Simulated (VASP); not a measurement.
Wanted: the native input for a VASP 6.6.1 run.

- Task: single point
- Functional: PBE
- Potentials or basis: VASP PAW PBE potentials, release 64 (Li_sv, Be, F)
- Cutoff: 520 eV
- k mesh: 8 × 6 × 6
- Occupations: gaussian, width 0.02 eV
- Spin: no spin polarisation
- Dipole correction: no
- Further INCAR settings: ALGO = Normal; EDIFF = 1e-06; NBANDS = 21

The structure of LiBeF3 lies in POSCAR:

```
LiBeF3
1.0
    2.7679917667      0.0000000000      0.0000000000
    0.0000000000      2.6139493035      4.0827080920
    0.0000000000     -2.6139493035      4.0827080920
Li Be F
1 1 3
Direct
    0.5000000000      0.6939360734      0.6939360734
    0.0000000000      0.0547817975      0.0547817975
    0.5000000000      0.9446222067      0.9446222067
    0.0000000000      0.9051570211      0.4010331212
    0.0000000000      0.4010331212      0.9051570211
```

The cell was built by a generator and needn't be a form met in nature.

The input as run:

INCAR

```
SYSTEM = LiBeF3
PREC     = Accurate       ! precision mode
ENCUT    = 520            ! plane-wave cutoff, eV
EDIFF    = 1E-6           ! SCF threshold, eV
ISMEAR   = 0              ! smearing method
SIGMA    = 0.02           ! smearing width, eV
LREAL    = .False.        ! projectors in reciprocal space
LASPH    = .True.         ! aspherical terms in the spheres
NELM     = 60             ! most SCF steps
ALGO     = Normal         ! electronic algorithm
ISIF     = 2              ! what is computed and relaxed
LWAVE    = .False.        ! write WAVECAR
LCHARG   = .False.        ! write CHGCAR
GGA      = PE             ! functional
NBANDS   = 21             ! bands
```

KPOINTS

```
regular mesh
0
Gamma
  8 6 6
  0 0 0
```

Potentials or basis: VASP PAW PBE potentials, release 64 (Li_sv, Be, F).

Launch:

```console
$ cat potpaw_PBE.64/Li_sv/POTCAR potpaw_PBE.64/Be/POTCAR potpaw_PBE.64/F/POTCAR > POTCAR
$ mpirun -np 1 vasp_std > vasp.out
```

It gave:

```
Largest force          : 0.038 eV/Å
Band gap on the k mesh : 7.52 eV, indirect (least direct gap 7.56 eV)
```

It took 33 s on 1 thread of Intel(R) Xeon(R) 6975P-C (Granite Rapids) (shared host), peak memory 0.2 GiB.
